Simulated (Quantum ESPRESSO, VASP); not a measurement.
VASP ran on this input.

**INCAR**
```
! general
SYSTEM  = Sc
PREC    = Accurate
ENCUT   = 300
LREAL   = F
LASPH   = T

! electronic loop
EDIFF   = 1E-6
NELM    = 100
ALGO    = Normal
LMAXMIX = 4

! smearing
ISMEAR  = -1
SIGMA   = 0.1

! functional
GGA     = PE

! ions
ISIF    = 2

! output
LWAVE   = F
LCHARG  = F
```

POSCAR:
```
Sc
10.540
  0.1570208729  -0.2719681214   0.0000000000
  0.1570208729   0.2719681214   0.0000000000
  0.0000000000   0.0000000000   0.5000000000
Sc
2
Cart
  0.1570208729   0.0906562218   0.1250000000
  0.1570208729  -0.0906562218   0.3750000000
```

**KPOINTS**
```
Automatic
0
G
 11 11 6
```

POTCAR, in this order: Sc_sv (PBE.64 set). Program: vasp_std.

Write an input for Quantum ESPRESSO that does the same calculation.

One input that does it (PBE, PseudoDojo standard norm-conserving (PBE) pseudopotentials):
```
&CONTROL
   calculation = 'scf',
   prefix = 'sc',
   outdir = './tmp',
   pseudo_dir = './',
   tprnfor = .true.,
   tstress = .true.,
/
&SYSTEM
   ibrav = 4,
   celldm(1) = 6.254993476,
   celldm(3) = 1.59214501414,
   nat = 2,
   ntyp = 1,
   ecutwfc = 80,
   occupations = 'smearing',
   smearing = 'fd',
   degauss = 0.0073499,
/
&ELECTRONS
   conv_thr = 1.0d-10,
   mixing_beta = 0.3,
/
ATOMIC_SPECIES
Sc    44.9559  Sc.upf
ATOMIC_POSITIONS {crystal}
Sc    0.333333333    0.666666667    0.250000000
Sc    0.666666667    0.333333333    0.750000000
K_POINTS {automatic}
11 11 6  0 0 0
```
Both are inputs of real runs that ended normally. What can't carry over is the choice of potentials or basis and its cut-off, and each code's defaults.

The structure is a typed Sc crystal (P6_3/mmc). The cell was not relaxed at this level, and it may have been scaled.
